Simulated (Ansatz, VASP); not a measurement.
LiBi2I2O2 in VASP and in Ansatz

File run.py:

```python
from ase.calculators.vasp import Vasp
from ase.dft.bandgap import bandgap
from ase.io import read

atoms = read('LiBi2I2O2.xyz')
calc = Vasp(
    directory='calc',
    xc='rpbe',
    pp='PBE',
    setups={'base': 'minimal', 'Bi': '_d_GW', 'I': '_GW', 'O': '_GW', 'Li': '_GW'},
    prec='Accurate',
    encut=550,
    ediff=1e-06,
    ismear=0,
    sigma=0.05,
    lreal=False,
    lasph=True,
    nelm=60,
    algo='Fast',
    isif=2,
    lwave=False,
    lcharg=False,
    kpts=[6, 6, 3],
    gamma=True,
)
atoms.calc = calc

print('energy (eV):', atoms.get_potential_energy())
print('free energy (eV):', atoms.get_potential_energy(force_consistent=True))
print('forces (eV/A):')
print(atoms.get_forces())
print('stress (eV/A^3, Voigt):', atoms.get_stress())
print('Fermi level (eV):', calc.get_fermi_level())
gap, top, bottom = bandgap(calc)
print('band gap (eV):', gap, 'from (spin, k, band)', top, 'to', bottom)
```

LiBi2I2O2.xyz

```xyz
7
Lattice="4.2328230000 0.0000000000 0.0000000000 0.0000000000 4.2328230000 0.0000000000 0.0000000000 0.0000000000 9.9999390000" Properties=species:S:1:pos:R:3 pbc="T T T"
Bi     0.0000000000      2.1164115000      1.0817634012
Bi     2.1164115000      0.0000000000      8.9181755988
I      2.1164115000      0.0000000000      3.2249703276
I      0.0000000000      2.1164115000      6.7749686724
O      0.0000000000      0.0000000000      0.0000000000
O      2.1164115000      2.1164115000      0.0000000000
Li     0.0000000000      0.0000000000      4.9999695000
```

The input input.yaml:

```yaml
crystal:
  lattice:
    - [4.232823, 0.0, 0.0]
    - [0.0, 4.232823, 0.0]
    - [0.0, 0.0, 9.999939]
  atoms:
    - { symbol: Bi, position: [0.0, 0.5, 0.108177] }
    - { symbol: Bi, position: [0.5, 0.0, 0.891823] }
    - { symbol: I, position: [0.5, 0.0, 0.322499] }
    - { symbol: I, position: [0.0, 0.5, 0.677501] }
    - { symbol: O, position: [0.0, 0.0, 0.0] }
    - { symbol: O, position: [0.5, 0.5, 0.0] }
    - { symbol: Li, position: [0.0, 0.0, 0.5] }
hamiltonian:
  xc: rpbe
  pseudopotentials: { kind: paw }
kpoints:
  mp_grid: { grid: [6, 6, 3] }
scf:
  occupations: { method: gaussian, width: 0.05 }
output:
  forces: true
  stress: true
  eigenvalues: true
  write_density: true
  write_potential: true
  elf: true
  volumetric_format: npy
```

The cell comes from a database or a generator and needn't be the stable form of this composition.

Alike in both runs: task single point; functional RPBE; k mesh 6 × 6 × 3; occupations gaussian, width 0.05 eV; no spin polarisation.

|  | VASP | Ansatz |
| --- | --- | --- |
| version | VASP 6.6.1 | Ansatz 0.2.0 |
| potentials or method | VASP PAW PBE potentials, release 64 (Bi_d_GW, I_GW, O_GW, Li_GW) | Ansatz PAW |
| plane-wave cutoff (eV) | 550 | 420 |
| valence electrons in the cell | 61 | 79 |

```csv
,VASP,Ansatz,Ansatz less VASP
gap on the k mesh at the Fermi level (eV),none,none,-
pressure (GPa),1.9,2.0,+0.07
largest component of the traceless stress (GPa),0.21,0.20,-0.009
rms of the force components (eV/Å),0.057,0.055,-0.0015
```

Atom by atom the forces differ by 0.002 eV/Å (rms over components). A gap of «none» marks a metal or a gap that the smearing closes. The two sets of potentials don't hold the same shells in valence.

Caveats: spin-orbit coupling is left out, which moves the levels of the heavy elements; an odd number of electrons without spin polarisation forces a metal; a magnetic or distorted state may lie lower; the PAW data sets were made with another functional, which shifts forces and pressure a little (VASP); the PAW data sets come from PBE, with cores solved anew for the run's functional, which leaves a small shift of forces and pressure (Ansatz).
